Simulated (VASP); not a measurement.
Wanted: the native input for a VASP 6.6.1 run.

```
Task                   : single point
Functional             : PBE
Dispersion             : D3(BJ)
Potentials or basis    : VASP PAW PBE potentials, release 64 (N, S, H)
Cutoff                 : 520 eV
k mesh                 : 1 × 1 × 1
Occupations            : fermi-dirac, width 0.02 eV
Spin                   : no spin polarisation
Dipole correction      : no
Further INCAR settings : LREAL = Auto; ALGO = Fast; EDIFF = 1e-06; NBANDS = 52
```

The structure of H2SN2 lies in POSCAR:

```
H2SN2
1.0
    7.5172930000      0.0000000000      0.0000000000
    0.0000000000      7.5172930000      0.0000000000
    0.0000000000      0.0000000000      7.5172930000
N S H
8 4 8
Direct
   -0.1691566366      0.5042107578      1.0624569243
   -0.1107579550      0.5018960948      0.9260514390
    0.2507152508      0.6809898191      1.0394566235
    0.2815375162      0.7608722980      0.9218611008
    0.3917234568      0.1256170273      0.3868812883
    0.3147542606      0.1149216879      0.5085208199
    0.1689970046      0.6135852361      0.4737476642
    0.2117517569      0.7426343499      0.5106492457
    0.8405818424     -0.0240246057      0.8576624591
    0.7380848398      0.8378547969      0.1869156889
    0.3581874486      0.3195299159      0.8472464756
    0.7641713580      0.3576819475      0.4769669082
    0.8352474754     -0.1137111458      0.6831714555
    0.9159946273      0.1003153662      0.7454811193
    0.6355745346      0.8062609772      0.3218711842
    0.6375433284      0.9916335575      0.1513709789
    0.3038992893      0.1431765397      0.8393979056
    0.5259473058      0.2686871458      0.8609216110
    0.5774419063      0.3544760062      0.4727100567
    0.7738157871      0.3096726441      0.3059079911
```

The cell was built by a generator and needn't be a form met in nature.

These files were run (other wordings do the same):

INCAR

```
SYSTEM = H2SN2
PREC = Accurate
ENCUT = 520
EDIFF = 1E-6
ISMEAR = -1
SIGMA = 0.02
LREAL = Auto
LASPH = .True.
NELM = 80
ALGO = Fast
ISIF = 2
LWAVE = .False.
LCHARG = .False.
GGA = PE
IVDW = 12
NBANDS = 52
```

KPOINTS

```
regular mesh
0
Gamma
  1 1 1
  0 0 0
```

Potentials or basis: VASP PAW PBE potentials, release 64 (N, S, H).

Command:

```sh
$ cat potpaw_PBE.64/N/POTCAR potpaw_PBE.64/S/POTCAR potpaw_PBE.64/H/POTCAR > POTCAR
$ mpirun -np 1 vasp_gam > vasp.out
```

It gave:

| Item | Value |
| --- | --- |
| Pressure | 2.4 GPa |
| Largest force | 10.142 eV/Å |
| Band gap on the k mesh | 3.89 eV, direct |
| Dispersion energy per atom | -0.056 eV |

Caveat: the standard files for N, O and F lose accuracy on very short bonds.

Wall time 45 s on 1 thread of AMD EPYC 7R43 64-Core Processor (Zen 3) (shared host), peak memory 0.37 GiB.
